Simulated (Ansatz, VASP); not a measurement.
# Cross-check of P between VASP and Ansatz, part 2 of 2

Wanted: the spread between two codes on one cell, functional and k mesh. The cell is taken from a series of VASP runs on this material, whose earlier steps may have relaxed, scaled or displaced it; both programs get it as it stands.

VASP 6.6.1 and Ansatz 0.2.0.

So far. Step 4 (Comparison): The walks stopped with -0.01 GPa left in Ansatz and 0.01 GPa in VASP; each walk ends within a tolerance, so the volume difference is uncertain by about these residues over the bulk modulus, most in soft cells.

### Step 5. VASP: relaxation of cell and atoms, PBE

Level of this step: PBE; plane waves and PAW (P) (VASP).

The relaxed volume is the usual yardstick between codes: its relative difference is about their pressure difference at one cell divided by the bulk modulus. The cell compared in this pair holds 84.77 Å³, against 71.50 Å³ for the pair before.

File INCAR:

```
SYSTEM = P
PREC = Accurate
ENCUT = 520
EDIFF = 1E-07
NELM = 100
ISMEAR = 0
SIGMA = 0.03
LREAL = .FALSE.
ALGO = Normal
GGA = PE
NBANDS = 16
LORBIT = 11
LWAVE = .FALSE.
LCHARG = .FALSE.
KPAR = 4
IBRION = 2
NSW = 50
ISIF = 3
EDIFFG = -0.005
LASPH = .TRUE.
```

File POSCAR:

```
P
1.0
    1.6542944019     -5.6241698371      0.0000000000
    1.6542944019      5.6241698371      0.0000000000
    0.0000000000      0.0000000000      4.5554577844
P
4
Direct
    0.4058952782      0.5941047218      0.4134076947
    0.0941047218      0.9058952782      0.9134076947
    0.5941047218      0.4058952782      0.5865923053
    0.9058952782      0.0941047218      0.0865923053
```

File KPOINTS:

```
Automatic mesh
0
Gamma
8 8 6
0 0 0
```

PAW data sets: P (PBE family, release 64).

Launch:

```
> mpirun -np 4 vasp_std
```

Numbers of over 12 decimals in the logs are rounded to 6 here.

What it wrote:

```text
[banner, memory and clock lines left out]
running    4 mpi-ranks, on    1 nodes
[...]
LDA part: xc-table for (Slater+PW92), standard interpolation
 POSCAR, INCAR and KPOINTS ok, starting setup
[...]
entering main loop
       N       E                     dE             d eps       ncg     rms          rms(c)
DAV:   1     0.628716044526E+02    0.62872E+02   -0.82622E+03  2688   0.105E+03
DAV:   2    -0.178432721034E+02   -0.80715E+02   -0.77769E+02  3632   0.161E+02
DAV:   3    -0.216196811802E+02   -0.37764E+01   -0.37622E+01  3664   0.380E+01
DAV:   4    -0.216641151695E+02   -0.44434E-01   -0.44416E-01  3464   0.485E+00
[...]
DAV:  12    -0.215059978998E+02   -0.74424E-06   -0.82593E-07  3640   0.578E-03    0.282E-03
DAV:  13    -0.215059977692E+02    0.13060E-06   -0.12940E-07  2480   0.228E-03    0.973E-04
DAV:  14    -0.215059977803E+02   -0.11098E-07   -0.75011E-09  1824   0.684E-04
   1 F= -.21505998E+02 E0= -.21505998E+02  d E =-.215060E+02
[...]
reached required accuracy - stopping structural energy minimisation
```

OUTCAR, selected parts (step 5):

```text
  Total       -0.0022499      0.0115353      0.0088082      0.0000000      0.0000000      0.0000000
  in kB       -0.0425255      0.2180245      0.1664807      0.0000000      0.0000000      0.0000000
  external PRESSURE =       0.1139932 kB  Pullay stress =       0.0000000 kB

 POSITION                                       TOTAL-FORCE (eV/Angst)
 -----------------------------------------------------------------------------------
      1.65429      1.05852      1.88326         0.000000     -0.003236     -0.002423
      1.65429      4.56565      4.16099         0.000000      0.003236     -0.002423
      1.65429     -1.05852      2.67220         0.000000      0.003236      0.002423
      1.65429     -4.56565      0.39447         0.000000     -0.003236      0.002423
 -----------------------------------------------------------------------------------
    total drift:                               -0.000000     -0.000000      0.000000

  FREE ENERGIE OF THE ION-ELECTRON SYSTEM (eV)
  ---------------------------------------------------
  free  energy   TOTEN  =       -21.5059977803 eV

  energy  without entropy=      -21.5059975798  energy(sigma->0) =      -21.50599768

[... 2 parts as in an earlier step ...]

[... 2 further parts left out ...]
[key lines of the parts left out:]
E-fermi :   5.4629
```

### Step 6. Ansatz: relaxation of cell and atoms, PBE

The same cell, functional, mesh and smearing now go to Ansatz, which takes its cutoff from its data sets.

The cell is taken from a series of VASP runs on this material, whose earlier steps may have relaxed, scaled or displaced it; both programs get it as it stands.

File input.yaml:

```yaml
crystal:
  lattice:
    - [1.6542944019, -5.6241698371, 0.0]
    - [1.6542944019, 5.6241698371, 0.0]
    - [0.0, 0.0, 4.5554577844]
  atoms:
    - { symbol: P, position: [0.4058952782, 0.5941047218, 0.4134076947] }
    - { symbol: P, position: [0.0941047218, 0.9058952782, 0.9134076947] }
    - { symbol: P, position: [0.5941047218, 0.4058952782, 0.5865923053] }
    - { symbol: P, position: [0.9058952782, 0.0941047218, 0.0865923053] }
hamiltonian:
  xc: pbe
  pseudopotentials: { kind: paw }
kpoints:
  mp_grid: { grid: [8, 8, 6] }
scf:
  occupations: { method: gaussian, width: 0.03 }
relax:
  f_tol: 0.01
  max_steps: 60
  cell: { stress_tol: 0.05 }
output:
  forces: true
  stress: true
```

Launch:

```
> ansatz run input.yaml --threads 4 --pin off --max-ram 9216MiB --backend cpu --events-out ev --progress --plain --runs-dir out
```

What it wrote:

```text
[...]
Crystal: 4 atoms, lattice volume = 84.768 Å³
Basis set: ecut = 420 eV, 1673 PW (Γ), exchange–correlation on 80×80×64 points (8 copies of the dense FFT grid, shifted against one another)
Bands: 14, of which v1, the nominal top of the filled ones, is band 10 counted from 1 (9 counted from 0)
Symmetry: 8 space group operations
[...]
k-points: 84 of 384
[...]
cell:  # Å, volume = 85.2658 Å³
    - [1.655785, -5.641173, -1.547765356630061e-18]
    - [1.655785, 5.641173, 1.547765356630061e-18]
    - [0.0, 1.2536569745412693e-18, 4.564270]
  atoms:
    - { symbol: P, position: [0.405996, 0.594004, 0.413454] }
    - { symbol: P, position: [0.094004, 0.905996, 0.913454] }
    - { symbol: P, position: [0.594004, 0.405996, 0.586546] }
    - { symbol: P, position: [0.905996, 0.094004, 0.086546] }
[key lines of the parts left out:]
SCF converged after 8 iterations
Free energy (F): -3022.694353 eV
Fermi energy:    6.338586 eV
P = ⅓ Tr σ = -0.0029 GPa (-0.029 kbar)
```

Run time: 6.3 s. Hardware: 4 threads of Arm Neoverse V1, shared host; peak memory 0.42 GiB; 24 s of CPU time.

### Step 7. Comparison

Both answers:

| quantity | Ansatz | VASP | difference |
| --- | --- | --- | --- |
| volume (Å³) | 85.27 | 84.77 | +0.59 % |
| edge a after relaxation, in the typed setting (Å) | 5.879 | 5.862 | +0.29 % |
| edge c after relaxation, in the typed setting (Å) | 4.564 | 4.556 | +0.19 % |

The walks stopped with 0.00 GPa left in Ansatz and 0.01 GPa in VASP; each walk ends within a tolerance, so the volume difference is uncertain by about these residues over the bulk modulus, most in soft cells.

### Step 8. Outcome

```yaml
difference_in_edge_c_after_relaxation_in_the_typed_setting_relaxation_of_cell_and_atoms_pbesol: -0.14 %
difference_in_volume_relaxation_of_cell_and_atoms_pbe: 0.59 %
```

In words: The difference in volume is 0.59 % (relaxation of cell and atoms, PBE), within the 1.2 % picked in this series as the mark of a large difference, as far as the stopping tolerances let one tell. How closely two codes agree says nothing of how well the functional describes the real material.

[Lines on the potential files, build, host, timing and source positions are cut from VASP's logs without a mark.]

[Logs are printed without paths, hosts, clocks, repeated set-up lines and the standing remarks that a program may print on its own settings, such as how far it seeks lower states.]

[Hosts, paths, dates, database ids (printed as entryN), source tags and the programs' standing remarks are cut or masked in the printed files.]
